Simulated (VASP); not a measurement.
# TiTe2 with PBE: from relaxation to properties, part 4 of 6

How well does PBE reproduce what experiment finds for TiTe2? The cell is relaxed first, and properties follow on it. The start is a cell from a database of measured crystal structures.

VASP 6.6.1; PBE, no spin polarisation; plane waves and PAW (Ti_sv, Te).

Still holding for the runs below: This run has no spin polarisation, although Ti can carry a moment.

So far. Step 5 (Bands along the symmetry lines (PBE)): There is no gap at this level. Step 6 (Density of states (PBE)): The finer mesh and the other smearing move the Fermi level by +0.05 eV from the 7×7×4 run, one measure of the sampling error in the zero of the bands above. Of the states within 0.3 eV of the Fermi level, the largest shares in the PAW spheres are Ti d 56 % and Te p 12 %. The rest lies in smaller channels or between the spheres.

### Step 7. Vibrations at Γ (PBE)

Zone-centre modes test whether the atoms sit at a minimum within this cell. IBRION = 8 takes the force constants from linear response, which needs tightly converged orbitals.

The input, INCAR:

```
SYSTEM = TiTe2
PREC = Accurate
ENCUT = 400
EDIFF = 1E-08
NELM = 100
ISMEAR = 1
SIGMA = 0.2
LREAL = .FALSE.
ALGO = Normal
GGA = PE
NBANDS = 18
LASPH = .TRUE.
LORBIT = 11
LWAVE = .FALSE.
LCHARG = .FALSE.
KPAR = 2
IBRION = 8
ISIF = 2
```

The input, POSCAR:

```
TiTe2
1.0
    3.7936548783      0.0000000000      0.0000000000
   -1.8968274391      3.2854014977      0.0000000000
    0.0000000000      0.0000000000      6.6396622568
Ti Te
1 2
Direct
    0.0000000000      0.0000000000      0.0000000000
    0.6666666667      0.3333333333      0.2570798756
    0.3333333333      0.6666666667      0.7429201244
```

The input, KPOINTS:

```
Automatic mesh
0
Gamma
12 12 6
0 0 0
```

The projector-augmented-wave data sets are Ti_sv and Te (PBE family, release 64).

Run with:

```
$ mpirun -np 2 vasp_std
```

Output:

```text
[... set-up lines as in an earlier step ...]
 entering main loop
       N       E                     dE             d eps       ncg     rms          rms(c)
DAV:   1     0.157155462429E+03    0.15716E+03   -0.94202E+03  3600   0.102E+03
DAV:   2    -0.525482279878E+01   -0.16241E+03   -0.15882E+03  4046   0.276E+02
DAV:   3    -0.181513208874E+02   -0.12896E+02   -0.12711E+02  5500   0.770E+01
DAV:   4    -0.185411292131E+02   -0.38981E+00   -0.38874E+00  4740   0.126E+01
DAV:   5    -0.185574027410E+02   -0.16274E-01   -0.16269E-01  5376   0.234E+00    0.120E+01
DAV:   6    -0.187383333216E+02   -0.18093E+00   -0.41397E+01  4066   0.399E+01    0.152E+01
DAV:   7    -0.164916202293E+02    0.22467E+01   -0.35208E+01  4564   0.348E+01    0.567E+00
DAV:   8    -0.162193306737E+02    0.27229E+00   -0.15025E+00  4114   0.845E+00    0.192E+00
DAV:   9    -0.162452796560E+02   -0.25949E-01   -0.45952E-01  4936   0.431E+00    0.188E+00
DAV:  10    -0.162197907207E+02    0.25489E-01   -0.46808E-01  4436   0.468E+00    0.965E-01
DAV:  11    -0.162123155604E+02    0.74752E-02   -0.48244E-02  4218   0.161E+00    0.436E-01
DAV:  12    -0.162125879569E+02   -0.27240E-03   -0.21516E-03  4190   0.354E-01    0.307E-01
DAV:  13    -0.162123389724E+02    0.24898E-03   -0.94971E-04  4526   0.212E-01    0.777E-02
DAV:  14    -0.162123445454E+02   -0.55730E-05   -0.26154E-05  4050   0.407E-02    0.519E-02
DAV:  15    -0.162123330421E+02    0.11503E-04   -0.20954E-05  4610   0.335E-02    0.321E-02
DAV:  16    -0.162123284186E+02    0.46235E-05   -0.23267E-05  4908   0.313E-02    0.185E-03
DAV:  17    -0.162123286466E+02   -0.22803E-06   -0.53355E-07  4062   0.513E-03    0.206E-03
DAV:  18    -0.162123287155E+02   -0.68894E-07   -0.58064E-08  4560   0.170E-03    0.123E-03
DAV:  19    -0.162123287534E+02   -0.37935E-07   -0.33753E-09  2302   0.408E-04    0.491E-04
DAV:  20    -0.162123287609E+02   -0.74206E-08   -0.23330E-09  2212   0.372E-04
   1 F= -.16212329E+02 E0= -.16213360E+02  d E =0.309395E-02
 Linear response reoptimize wavefunctions to high precision
DAV:   1    -0.162123287636E+02   -0.27599E-08   -0.68575E-10  2308   0.165E-04
DAV:   2    -0.162123287636E+02   -0.12278E-10   -0.69636E-11  2170   0.794E-05
 Linear response DOF=           4
 Linear response progress:
  Degree of freedom:   1/  4
       N       E                     dE             d eps       ncg     rms          rms(c)
RMM:   1    -0.754807123771E+00   -0.75481E+00    0.11708E+01  8761   0.136E+02
RMM:   2    -0.708598672691E+00    0.46208E-01   -0.45054E-01 15051   0.517E+00    0.201E-01
RMM:   3    -0.705309068281E+00    0.32896E-02   -0.24816E-02 17165   0.113E+00    0.101E-01
RMM:   4    -0.705589128097E+00   -0.28006E-03   -0.16130E-02 20302   0.489E-01    0.386E-02
RMM:   5    -0.706911779865E+00   -0.13227E-02   -0.75000E-04 20657   0.151E-01    0.162E-02
RMM:   6    -0.707383747751E+00   -0.47197E-03   -0.19853E-04 21185   0.633E-02    0.812E-03
RMM:   7    -0.707400141830E+00   -0.16394E-04   -0.34156E-05 20771   0.289E-02    0.262E-03
RMM:   8    -0.707386155474E+00    0.13986E-04   -0.15828E-05 22290   0.147E-02    0.915E-04
RMM:   9    -0.707398319555E+00   -0.12164E-04   -0.65201E-06 22223   0.746E-03    0.291E-04
RMM:  10    -0.707402454034E+00   -0.41345E-05   -0.46175E-06 22580   0.424E-03    0.173E-04
RMM:  11    -0.707408593294E+00   -0.61393E-05   -0.38058E-06 22539   0.276E-03    0.456E-05
RMM:  12    -0.707410319356E+00   -0.17261E-05   -0.31283E-06 22946   0.193E-03    0.449E-05
RMM:  13    -0.707409144829E+00    0.11745E-05   -0.26002E-06 22845   0.150E-03    0.242E-05
RMM:  14    -0.707409064452E+00    0.80377E-07   -0.21328E-06 23210   0.122E-03    0.439E-05
RMM:  15    -0.707409294180E+00   -0.22973E-06   -0.17061E-06 22660   0.103E-03    0.443E-05
RMM:  16    -0.707409505648E+00   -0.21147E-06   -0.15414E-06 21711   0.905E-04    0.411E-05
RMM:  17    -0.707409680330E+00   -0.17468E-06   -0.14436E-06 21728   0.803E-04    0.395E-05
 first order change of Fermi-energy  -0.51339E-03
 force on displaced ion       1 direction 1 :  -3.880   0.000   0.000
 Linear response progress:
  Degree of freedom:   2/  4
       N       E                     dE             d eps       ncg     rms          rms(c)
RMM:   1    -0.748083800900E+00   -0.74808E+00    0.20244E+01  3625   0.140E+02
RMM:   2    -0.701897104641E+00    0.46187E-01   -0.38763E-01  5973   0.460E+00    0.222E-01
RMM:   3    -0.699340402507E+00    0.25567E-02   -0.29055E-02  7025   0.109E+00    0.113E-01
RMM:   4    -0.699771275175E+00   -0.43087E-03   -0.18055E-02  7967   0.460E-01    0.525E-02
RMM:   5    -0.700775452504E+00   -0.10042E-02   -0.63676E-04  8330   0.139E-01    0.260E-02
RMM:   6    -0.701355813472E+00   -0.58036E-03   -0.20288E-04  7563   0.677E-02    0.784E-03
RMM:   7    -0.701358936377E+00   -0.31229E-05   -0.49690E-05  8324   0.311E-02    0.286E-03
RMM:   8    -0.701311558449E+00    0.47378E-04   -0.26682E-05  8657   0.164E-02    0.144E-03
RMM:   9    -0.701334602233E+00   -0.23044E-04   -0.14010E-05  8915   0.843E-03    0.765E-04
RMM:  10    -0.701343602247E+00   -0.90000E-05   -0.10493E-05  9053   0.525E-03    0.511E-04
RMM:  11    -0.701361604006E+00   -0.18002E-04   -0.10324E-05  7856   0.402E-03    0.260E-04
RMM:  12    -0.701355167323E+00    0.64367E-05   -0.84821E-06  8428   0.302E-03    0.843E-05
RMM:  13    -0.701354344280E+00    0.82304E-06   -0.86982E-06  8926   0.245E-03    0.115E-04
RMM:  14    -0.701354087450E+00    0.25683E-06   -0.69954E-06  9037   0.208E-03    0.202E-04
RMM:  15    -0.701354516431E+00   -0.42898E-06   -0.74292E-06  8341   0.182E-03    0.187E-04
RMM:  16    -0.701354668251E+00   -0.15182E-06   -0.79940E-06  8062   0.165E-03    0.143E-04
RMM:  17    -0.701355251362E+00   -0.58311E-06   -0.66136E-06  8113   0.149E-03    0.111E-04
RMM:  18    -0.701355732752E+00   -0.48139E-06   -0.68381E-06  7816   0.139E-03    0.533E-05
RMM:  19    -0.701356108115E+00   -0.37536E-06   -0.62072E-06  8632   0.131E-03    0.539E-05
RMM:  20    -0.701356105106E+00    0.30089E-08   -0.56027E-06  8784   0.115E-03    0.574E-05
RMM:  21    -0.701355738943E+00    0.36616E-06   -0.46767E-06  7759   0.107E-03    0.100E-05
RMM:  22    -0.701355824775E+00   -0.85832E-07   -0.38161E-06  7777   0.100E-03    0.235E-05
RMM:  23    -0.701355857402E+00   -0.32627E-07   -0.32785E-06  8113   0.914E-04    0.108E-05
RMM:  24    -0.701355898499E+00   -0.41097E-07   -0.26600E-06  9117   0.848E-04    0.188E-05
RMM:  25    -0.701355845110E+00    0.53388E-07   -0.29478E-06  8155   0.796E-04    0.323E-05
RMM:  26    -0.701355845364E+00   -0.25390E-09   -0.28095E-06  8819   0.745E-04    0.417E-05
RMM:  27    -0.701355869150E+00   -0.23786E-07   -0.21834E-06  8275   0.701E-04    0.471E-05
RMM:  28    -0.701355892517E+00   -0.23366E-07   -0.20314E-06  8001   0.660E-04    0.584E-05
RMM:  29    -0.701355916064E+00   -0.23547E-07   -0.15366E-06  8162   0.624E-04    0.622E-05
RMM:  30    -0.701355928837E+00   -0.12773E-07   -0.16057E-06  7987   0.589E-04    0.691E-05
RMM:  31    -0.701355944062E+00   -0.15226E-07   -0.14703E-06  7858   0.557E-04    0.751E-05
RMM:  32    -0.701355956413E+00   -0.12350E-07   -0.15387E-06  7038   0.528E-04    0.809E-05
RMM:  33    -0.701355968094E+00   -0.11681E-07   -0.10439E-06  6745   0.502E-04    0.865E-05
RMM:  34    -0.701355978642E+00   -0.10548E-07   -0.11472E-06  7090   0.477E-04    0.914E-05
RMM:  35    -0.701355984366E+00   -0.57246E-08   -0.63563E-07  6568   0.455E-04    0.969E-05
 first order change of Fermi-energy  -0.21680E-03
 force on displaced ion       1 direction 3 :  -0.000   0.000 -10.205
 Linear response progress:
  Degree of freedom:   3/  4
       N       E                     dE             d eps       ncg     rms          rms(c)
RMM:   1    -0.434771824647E-01   -0.43477E-01    0.15182E-02 37975   0.108E+00
RMM:   2    -0.421572867432E-01    0.13199E-02   -0.33817E-03 31689   0.326E-01    0.799E-02
RMM:   3    -0.423329997088E-01   -0.17571E-03   -0.85194E-04 37196   0.135E-01    0.453E-02
RMM:   4    -0.424183978826E-01   -0.85398E-04   -0.13964E-04 39191   0.487E-02    0.327E-02
RMM:   5    -0.425654079324E-01   -0.14701E-03   -0.35545E-05 34031   0.319E-02    0.309E-03
RMM:   6    -0.425590763627E-01    0.63316E-05   -0.92237E-06 38930   0.128E-02    0.187E-03
RMM:   7    -0.425604267312E-01   -0.13504E-05   -0.22526E-06 39174   0.580E-03    0.112E-03
RMM:   8    -0.425607648379E-01   -0.33811E-06   -0.83809E-07 38692   0.291E-03    0.603E-04
RMM:   9    -0.425609223415E-01   -0.15750E-06   -0.37930E-07 40632   0.145E-03    0.245E-04
RMM:  10    -0.425606310562E-01    0.29129E-06   -0.20147E-07 41967   0.720E-04    0.804E-05
RMM:  11    -0.425606286503E-01    0.24059E-08   -0.25168E-07 41428   0.372E-04    0.290E-05
RMM:  12    -0.425605843906E-01    0.44260E-07   -0.76287E-08 41987   0.220E-04    0.111E-05
RMM:  13    -0.425605998819E-01   -0.15491E-07   -0.14088E-07 41864   0.143E-04    0.252E-06
RMM:  14    -0.425605946146E-01    0.52673E-08   -0.10858E-07 42752   0.102E-04    0.131E-06
RMM:  15    -0.425605975360E-01   -0.29214E-08   -0.88805E-08 42172   0.821E-05    0.124E-06
 first order change of Fermi-energy   0.64063E-04
 force on displaced ion       2 direction 1 :  -3.168   0.000   0.000
 Linear response progress:
  Degree of freedom:   4/  4
       N       E                     dE             d eps       ncg     rms          rms(c)
RMM:   1    -0.651792362197E-01   -0.65179E-01    0.36864E-02  8611   0.122E+00
RMM:   2    -0.633514507058E-01    0.18278E-02   -0.36738E-03  7518   0.337E-01    0.152E-01
RMM:   3    -0.635673415858E-01   -0.21589E-03   -0.11516E-03  7213   0.229E-01    0.125E-01
RMM:   4    -0.634685126880E-01    0.98829E-04   -0.42059E-04  7021   0.156E-01    0.618E-02
RMM:   5    -0.634976845389E-01   -0.29172E-04   -0.10858E-04  8242   0.576E-02    0.466E-02
RMM:   6    -0.635850360216E-01   -0.87351E-04   -0.27883E-05  7798   0.350E-02    0.497E-03
RMM:   7    -0.635862186254E-01   -0.11826E-05   -0.11451E-05  8828   0.163E-02    0.449E-03
RMM:   8    -0.635864051911E-01   -0.18657E-06   -0.32344E-06  9066   0.729E-03    0.228E-03
RMM:   9    -0.635862000885E-01    0.20510E-06   -0.28150E-06  8486   0.337E-03    0.112E-03
RMM:  10    -0.635869858911E-01   -0.78580E-06   -0.10403E-06  8670   0.194E-03    0.181E-04
RMM:  11    -0.635870217793E-01   -0.35888E-07    0.26027E-07  8854   0.832E-04    0.103E-04
RMM:  12    -0.635870546915E-01   -0.32912E-07   -0.84139E-07  9353   0.408E-04    0.334E-05
RMM:  13    -0.635870249183E-01    0.29773E-07   -0.17283E-08  8972   0.226E-04    0.253E-05
RMM:  14    -0.635870438714E-01   -0.18953E-07   -0.39522E-07  8995   0.134E-04    0.188E-05
RMM:  15    -0.635870441354E-01   -0.26397E-09   -0.12799E-07  9084   0.942E-05    0.428E-06
RMM:  16    -0.635870520081E-01   -0.78728E-08   -0.76589E-08  9137   0.716E-05    0.303E-06
 first order change of Fermi-energy   0.14527E+00
 force on displaced ion       2 direction 3 :   0.000  -0.000  -7.007
 Linear response finished
```

Run time: 8.5 min. Hardware: 2 MPI ranks of Intel Xeon 6975P-C (Granite Rapids), shared host; peak memory 2.2 GiB; 17 min of CPU time.

OUTCAR, selected parts (step 7):

```text
   k-points           NKPTS =    100   k-points in BZ     NKDIM =    100   number of bands    NBANDS=     18

   NELECT =      24.0000    total number of electrons

  Total       -0.0977719     -0.0977719      0.3103575     -0.0000000      0.0000000      0.0000000
  in kB       -1.8929199     -1.8929199      6.0087008     -0.0000000      0.0000000      0.0000000
  external PRESSURE =       0.7409536 kB  Pullay stress =       0.0000000 kB

 POSITION                                       TOTAL-FORCE (eV/Angst)
 -----------------------------------------------------------------------------------
      0.00000      0.00000      0.00000        -0.000000      0.000000      0.000000
      1.89683      1.09513      1.70692        -0.000000     -0.000000      0.052597
     -0.00000      2.19027      4.93274         0.000000      0.000000     -0.052597
 -----------------------------------------------------------------------------------
    total drift:                               -0.000000     -0.000000     -0.000000

 Eigenvectors and eigenvalues of the dynamical matrix
 ----------------------------------------------------

   1 f  =    7.862523 THz    49.401688 2PiTHz  262.265530 cm-1    32.516767 meV
             X         Y         Z           dx          dy          dz
      0.000000  0.000000  0.000000    -0.000000    0.000000    0.917931
      1.896827  1.095134  1.706924    -0.000000    0.000000   -0.280537
     -0.000000  2.190268  4.932739     0.000000   -0.000000   -0.280537

   2 f  =    4.848953 THz    30.466871 2PiTHz  161.743666 cm-1    20.053650 meV
             X         Y         Z           dx          dy          dz
      0.000000  0.000000  0.000000    -0.892587   -0.213448   -0.000000
      1.896827  1.095134  1.706924     0.273126    0.065314   -0.000000
     -0.000000  2.190268  4.932739     0.273126    0.065314    0.000000

   3 f  =    4.848953 THz    30.466871 2PiTHz  161.743666 cm-1    20.053650 meV
             X         Y         Z           dx          dy          dz
      0.000000  0.000000  0.000000     0.213448   -0.892587   -0.000000
      1.896827  1.095134  1.706924    -0.065314    0.273126    0.000000
     -0.000000  2.190268  4.932739    -0.065314    0.273126   -0.000000

   4 f  =    4.136692 THz    25.991605 2PiTHz  137.985208 cm-1    17.107978 meV
             X         Y         Z           dx          dy          dz
      0.000000  0.000000  0.000000     0.000000   -0.000000    0.000000
      1.896827  1.095134  1.706924    -0.000000    0.000000   -0.707107
     -0.000000  2.190268  4.932739     0.000000   -0.000000    0.707107

   5 f  =    2.903157 THz    18.241075 2PiTHz   96.838903 cm-1    12.006488 meV
             X         Y         Z           dx          dy          dz
      0.000000  0.000000  0.000000     0.000000    0.000000   -0.000000
      1.896827  1.095134  1.706924    -0.687716   -0.164459   -0.000000
     -0.000000  2.190268  4.932739     0.687716    0.164459   -0.000000

   6 f  =    2.903157 THz    18.241075 2PiTHz   96.838903 cm-1    12.006488 meV
             X         Y         Z           dx          dy          dz
      0.000000  0.000000  0.000000    -0.000000    0.000000   -0.000000
      1.896827  1.095134  1.706924     0.164459   -0.687716   -0.000000
     -0.000000  2.190268  4.932739    -0.164459    0.687716    0.000000

   7 f/i=    0.001664 THz     0.010456 2PiTHz    0.055510 cm-1     0.006882 meV
             X         Y         Z           dx          dy          dz
      0.000000  0.000000  0.000000    -0.254477   -0.304909    0.000000
      1.896827  1.095134  1.706924    -0.415820   -0.498226    0.000000
     -0.000000  2.190268  4.932739    -0.415820   -0.498226    0.000000

   8 f/i=    0.001664 THz     0.010456 2PiTHz    0.055510 cm-1     0.006882 meV
             X         Y         Z           dx          dy          dz
      0.000000  0.000000  0.000000    -0.304909    0.254477    0.000000
      1.896827  1.095134  1.706924    -0.498226    0.415820    0.000000
     -0.000000  2.190268  4.932739    -0.498226    0.415820    0.000000

   9 f/i=    0.006214 THz     0.039045 2PiTHz    0.207283 cm-1     0.025700 meV
             X         Y         Z           dx          dy          dz
      0.000000  0.000000  0.000000    -0.000000   -0.000000   -0.396739
      1.896827  1.095134  1.706924    -0.000000   -0.000000   -0.649075
     -0.000000  2.190268  4.932739    -0.000000   -0.000000   -0.649075

 ELASTIC MODULI CONTR FROM IONIC RELAXATION (kBar)
 Direction    XX          YY          ZZ          XY          YZ          ZX
 --------------------------------------------------------------------------------
 XX        -233.3059   -150.3752   -365.9403     -0.0000   -135.3032     -0.0000
 YY        -150.3752   -233.3059   -365.9403     -0.0000    135.3032      0.0000
 ZZ        -365.9403   -365.9403   -698.0395     -0.0000     -0.0000      0.0000
 XY          -0.0000     -0.0000     -0.0000    -41.4654      0.0000   -113.0057
 YZ        -135.3032    135.3032     -0.0000      0.0000   -441.5002     -0.0000
 ZX          -0.0000      0.0000      0.0000   -113.0057     -0.0000   -307.9751
 --------------------------------------------------------------------------------

[... 6 parts as in an earlier step ...]

[... 4 further parts left out ...]
```

Energies printed during the response cycles are not total energies of the cell.

Numbers from this step:

```
bands                     : 18
irreducible k-points      : 100
pressure of the cell      : 0.07410 GPa
largest force of the cell : 0.05260 eV/Å
Fermi energy              : 6.482 eV
```

The modes at Γ (shares of kinetic energy by element, %):

| mode | frequency (cm⁻¹) | symmetry | Ti % | Te % |
| --- | --- | --- | --- | --- |
| 1 | -0.2 | acoustic | 16 | 84 |
| 2 | -0.1 | acoustic | 16 | 84 |
| 3 | -0.1 | acoustic | 16 | 84 |
| 4 | 96.8 | Eg | 0 | 100 |
| 5 | 96.8 | Eg | 0 | 100 |
| 6 | 138.0 | A1g | 0 | 100 |
| 7 | 161.7 | Eu | 84 | 16 |
| 8 | 161.7 | Eu | 84 | 16 |
| 9 | 262.3 | A2u | 84 | 16 |

Displacements in mode 4 (96.8 cm⁻¹), the largest set to 1:
```
Ti1  0.00  0.00  0.00
Te2  0.24 -1.00  0.00
Te3 -0.24  1.00  0.00
```

Displacements in mode 9 (262.3 cm⁻¹), the largest set to 1:
```
Ti1  0.00  0.00  1.00
Te2  0.00  0.00 -0.19
Te3  0.00  0.00 -0.19
```

The three acoustic modes lie within 0.2 cm⁻¹ of zero, and all others are real. By the characters of their eigenvectors the optical modes sort into (cm⁻¹) Raman active: Eg 97, A1g 138; infrared active: Eu 162, A2u 262. With a centre of inversion no mode is active in both.

[end of part 4 of 6]

[Lines on the potential files, build, host, timing and source positions are cut from VASP's logs without a mark.]

[Logs are printed without paths, hosts, clocks, repeated set-up lines and the standing remarks that a program may print on its own settings, such as how far it seeks lower states.]

[Hosts, paths, dates, database ids (printed as entryN), source tags and the programs' standing remarks are cut or masked in the printed files.]

[A measured line is paired with the nearest computed mode of its activity, which favours agreement.]
